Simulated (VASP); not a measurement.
Computed with optB86b-vdW, VASP's PBE PAW potentials (set 64) (plane waves; VASP).

Input for VASP

**KPOINTS**
```
k-points along high-symmetry lines
10
Line-mode
Reciprocal
  0.000000   0.000000   0.000000 ! GAMMA
 -0.000000   0.500000   0.000000 ! M

 -0.000000   0.500000   0.000000 ! M
 -0.333333   0.666667   0.000000 ! K

 -0.333333   0.666667   0.000000 ! K
  0.000000   0.000000   0.000000 ! GAMMA

  0.000000   0.000000   0.000000 ! GAMMA
  0.000000   0.000000   0.500000 ! A

  0.000000   0.000000   0.500000 ! A
 -0.000000   0.500000   0.500000 ! L

 -0.000000   0.500000   0.500000 ! L
 -0.333333   0.666667   0.500000 ! H

 -0.333333   0.666667   0.500000 ! H
  0.000000   0.000000   0.500000 ! A

 -0.000000   0.500000   0.500000 ! L
 -0.000000   0.500000   0.000000 ! M

 -0.333333   0.666667   0.500000 ! H
 -0.333333   0.666667   0.000000 ! K
```

### POSCAR
```
Co
1
    1.2359207773    -2.1406778062     0.0000000000
    1.2359207773     2.1406778062    -0.0000000000
    0.0000000000    -0.0000000000     3.9857579456
Co
2
Direct
  0.3333330000   0.6666670000   0.2500000000
  0.6666670000   0.3333330000   0.7500000000
```

**INCAR**
```
AGGAC = 0.0
ALGO = Normal
EDIFF = 1E-7
ENCUT = 520
GGA = MK
ICHARG = 11
ISMEAR = 0
ISPIN = 2
LASPH = .TRUE.
LCHARG = .FALSE.
LMAXMIX = 4
LORBIT = 11
LREAL = .FALSE.
LUSE_VDW = .TRUE.
LWAVE = .FALSE.
MAGMOM = 2*1.6
NELM = 100
PARAM1 = 0.1234
PARAM2 = 1.0
PREC = Accurate
SIGMA = 0.05
SYSTEM = Co
```

POTCAR, in this order: Co (PBE.64 set). Program: vasp_std. Read from the step before: CHGCAR.

What VASP printed:

### OSZICAR
```
       N       E                     dE             d eps       ncg     rms          rms(c)
DAV:   1     0.842241017784E+02    0.84224E+02   -0.85418E+03  5480   0.164E+03
DAV:   2    -0.718067296885E+01   -0.91405E+02   -0.84530E+02  5407   0.254E+02
DAV:   3    -0.948428341920E+01   -0.23036E+01   -0.22448E+01  6597   0.555E+01
DAV:   4    -0.952161673635E+01   -0.37333E-01   -0.37326E-01  8227   0.541E+00
DAV:   5    -0.952182204785E+01   -0.20531E-03   -0.20531E-03  6648   0.421E-01
DAV:   6    -0.952182905548E+01   -0.70076E-05   -0.70080E-05  8282   0.481E-02
DAV:   7    -0.952182910777E+01   -0.52293E-07   -0.52049E-07  5841   0.430E-03
   1 F= -.95218291E+01 E0= -.95202952E+01  d E =-.306788E-02  mag=     3.1039
```

### OUTCAR
```



 magnetization (x)

# of ion       s       p       d       tot
------------------------------------------
    1       -0.014  -0.042   1.663   1.607
    2       -0.014  -0.042   1.663   1.607
--------------------------------------------------
tot         -0.029  -0.084   3.326   3.213
```
(Selected blocks of OUTCAR.)

OUTCAR:
```
 val. band max:       10.3682802308   @ k =   0.0000   0.0000   0.1111

 cond. band min:      10.3835157799   @ k =   0.0000   0.3889   0.5000



 spin component 1

 k-point     1 :       0.0000    0.0000    0.0000
  band No.  band energies     occupation
      1       1.4670      1.00000
      2       5.3001      1.00000
      3       7.9417      1.00000
      4       7.9507      1.00000
      5       7.9507      1.00000
      6       8.2820      1.00000
      7       8.2820      1.00000
      8       8.6366      1.00000
      9       8.6367      1.00000
     10       9.8030      1.00000
     11       9.8030      1.00000
     12      10.5065      0.00009
     13      17.1999      0.00000
     14      32.7809      0.00000
     15      35.5098      0.00000

 k-point     2 :       0.0000    0.0556    0.0000
  band No.  band energies     occupation
      1       1.5778      1.00000
      2       5.3680      1.00000
      3       7.7934      1.00000
      4       8.0036      1.00000
      5       8.0837      1.00000
      6       8.2560      1.00000
      7       8.3289      1.00000
      8       8.5791      1.00000
      9       8.6025      1.00000
     10       9.2835      1.00000
     11       9.8180      1.00000
     12      11.1570      0.00000
     13      17.2173      0.00000
     14      32.0104      0.00000
     15      33.8600      0.00000

 k-point     3 :       0.0000    0.1111    0.0000
  band No.  band energies     occupation
      1       1.9051      1.00000
      2       5.5572      1.00000
      3       7.6117      1.00000
      4       8.1508      1.00000
      5       8.1584      1.00000
      6       8.2686      1.00000
      7       8.2862      1.00000
      8       8.4653      1.00000
      9       8.5096      1.00000
     10       8.7965      1.00000
     11       9.8562      1.00000
     12      12.1596      0.00000
     13      17.2740      0.00000
     14      29.7419      0.00000
...
```

The density is held fixed in this step, so its total energy and stress have no physical meaning.

The compound is Co in the hcp structure. It was relaxed first, which changed the volume by -5 %.
